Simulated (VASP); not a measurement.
The input files of a VASP run:

File POSCAR:
```
Bi
1
    4.5534519587    -2.3767374192     0.0668931999
    4.5534519587     2.3767374192     0.0668931999
    3.2554889795     0.0000000000     3.9735464613
Bi
2
Direct
  0.2259198645   0.2259198645   0.2259198645
  0.7740801355   0.7740801355   0.7740801355
```

File KPOINTS:
```
kpoints
0
Gamma
 6 6 6
```

### INCAR
```
LUSE_VDW = .TRUE.
LREAL = .FALSE.   ! projection in real space or not
GGA = ML
SYSTEM = Bi
ZAB_VDW = -1.8867
EDIFFG = -0.01   ! ionic stop
LCHARG = .FALSE.
ISIF = 3
SIGMA = 0.05   ! width (eV)
ENCUT = 520
LMAXMIX = 4   ! l cut-off of mixed one-centre charges
LASPH = .TRUE.
NSW = 60
IBRION = 2   ! conjugate gradients
ALGO = Normal   ! blocked Davidson
LWAVE = .FALSE.
AGGAC = 0.0
EDIFF = 1E-6   ! SCF stop (eV)
PREC = Accurate
ISMEAR = 0   ! Gaussian
NELM = 100   ! most electronic steps
```

POTCAR, in this order: Bi_d (PBE.64 set). Program: vasp_std.

Question: Translate this vdW-DF2 calculation to Quantum ESPRESSO's pw.x.

Answer: One equivalent input (not run):
```
&CONTROL
  calculation = 'vc-relax'
  pseudo_dir = './pseudo'
  outdir = './out'
  tprnfor = .true.
  tstress = .true.
  nstep = 60
  forc_conv_thr = 0.00039
/
&SYSTEM
  ibrav = 0
  nat = 2
  ntyp = 1
  ecutwfc = 66
  occupations = 'smearing'
  smearing = 'gaussian'
  degauss = 0.003675
  input_dft = 'vdw-df2'
/
&ELECTRONS
  conv_thr = 7.3e-08
  electron_maxstep = 100
/
&IONS
/
&CELL
/
ATOMIC_SPECIES
  Bi 208.980 Bi.upf
CELL_PARAMETERS angstrom
     4.5534520   -2.3767374    0.0668932
     4.5534520    2.3767374    0.0668932
     3.2554890    0.0000000    3.9735465
ATOMIC_POSITIONS crystal
  Bi   0.2259199  0.2259199  0.2259199
  Bi   0.7740801  0.7740801  0.7740801
K_POINTS automatic
  6 6 6 0 0 0
```
What does not carry over: the potentials are each code's own (VASP's PAW set, PseudoDojo norm-conserving files in pw.x), so ENCUT and ecutwfc are chosen apart and not converted; conv_thr bounds pw.x's estimated SCF error, while EDIFF bounds the energy change between steps; forc_conv_thr acts on force components and is met together with etot_conv_thr.

The compound is Bi in the a7 structure. This run relaxes it. Symmetry was kept, so distortions that lower it aren't found. The start is the result of an earlier pass.
